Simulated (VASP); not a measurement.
A run of VASP 6.6.1:

File INCAR:

```
PREC = Accurate ; ENCUT = 520
EDIFF = 1E-8 ; ISMEAR = -1
SIGMA = 0.03 ; LREAL = F
LASPH = T ; NELM = 150
ALGO = Fast ; ISIF = 2
LWAVE = F ; LCHARG = F
ISPIN = 2 ; MAGMOM = 1.5 0
LORBIT = 11 ; LMAXMIX = 4
GGA = PE ; LEFG = T
NBANDS = 20
```

KPOINTS

```
Automatic mesh
0
Gamma
  13 13 13
```

POSCAR

```
VSi
1.0
    0.0000000000      2.4758166058      2.4758166058
    2.4758166058      0.0000000000      2.4758166058
    2.4758166058      2.4758166058      0.0000000000
V Si
1 1
Direct
    0.0000000000      0.0000000000      0.0000000000
    0.5000000000      0.5000000000      0.5000000000
```

Potentials or basis: VASP PAW PBE potentials, release 64 (V_sv, Si).

Command:

```console
$ cat potpaw_PBE.64/V_sv/POTCAR potpaw_PBE.64/Si/POTCAR > POTCAR
$ mpirun -np 1 vasp_std > vasp.out
```

Hardware: 1 thread of Intel(R) Xeon(R) Platinum 8375C CPU @ 2.90GHz (Ice Lake) (shared host).

Problem. How long does it take, and how much memory?

Solution. It took 2.3 min on 1 thread of Intel(R) Xeon(R) Platinum 8375C CPU @ 2.90GHz (Ice Lake), with other jobs on the host, peak memory 0.22 GiB. Counts: scf iterations 20, k points 84.
